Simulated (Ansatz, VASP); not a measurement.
Two plane-wave programs on AgRh

```
Ag Rh
1.0
     2.77759    0.00000    0.00000
    -1.38879    2.40546    0.00000
     0.00000    0.00000    4.80860
Ag Rh
1 1
Direct
  0.00000 0.00000 0.50000
  0.66667 0.33333 0.00000
```

The cell comes from a database or a generator and needn't be the stable form of this composition.

Alike in both runs: task single point; functional PBE; k mesh 11 × 11 × 6; occupations fermi-dirac, width 0.05 eV; no spin polarisation.

|  | VASP | Ansatz |
| --- | --- | --- |
| version | VASP 6.6.1 | Ansatz 0.2.0 |
| potentials or method | VASP PAW PBE potentials, release 64 (Ag, Rh_pv) | SPMS NC |
| plane-wave cutoff (eV) | 520 | 680 |
| valence electrons in the cell | 26 | 36 |

VASP gave:

| Quantity | Value |
| --- | --- |
| gap on the k mesh at the Fermi level (eV) | none |
| pressure (GPa) | -2.4 |
| largest component of the traceless stress (GPa) | 0.53 |

Problem. Estimate Ansatz's values.

Solution. gap on the k mesh at the Fermi level (eV): none; pressure (GPa): -2.1; largest component of the traceless stress (GPa): 0.62.

A gap of «none» marks a metal or a gap that the smearing closes. The functional is the same, so the differences come from potentials, cutoffs and numerics. The two sets of potentials don't hold the same shells in valence.
